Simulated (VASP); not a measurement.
Consider the following.

```
EuS
1.0
    0.00000     2.93647     2.93647
    2.93647     0.00000     2.93647
    2.93647     2.93647     0.00000
Eu S
1 1
Direct
  0.00000   0.00000   0.00000
  0.50000   0.50000   0.50000
```

Method: PW91 GGA, VASP's PBE PAW potentials (set 64) (plane waves; VASP). Settings: 520 eV cut-off, Gaussian smearing of 0.050 eV, potentials Eu_2 S.

The 4f electrons are frozen in the core of the lanthanide potential, so 4f levels, which can set the real gap, and their magnetism are missing.

Give the energies of bands 5 to 10 at the high-symmetry points, in eV from the valence-band maximum.

```
band     Γ      X      U      L      W
----  ----  -----  -----  -----  -----
5     0.00  -1.33  -1.55  -2.85  -1.55
6     0.00  -0.42  -1.26  -1.36  -1.12
7     0.00  -0.42  -0.91  -1.36  -1.12
8     3.96   1.99   3.46   5.71   4.71
9     4.05   6.29   6.74   6.43   4.71
10    4.05   6.45   7.30   7.01   6.77
```

The gap is indirect, 1.99 eV, from the valence maximum at Γ to the conduction minimum at X.

The compound is EuS in the rock salt structure. It was relaxed first.
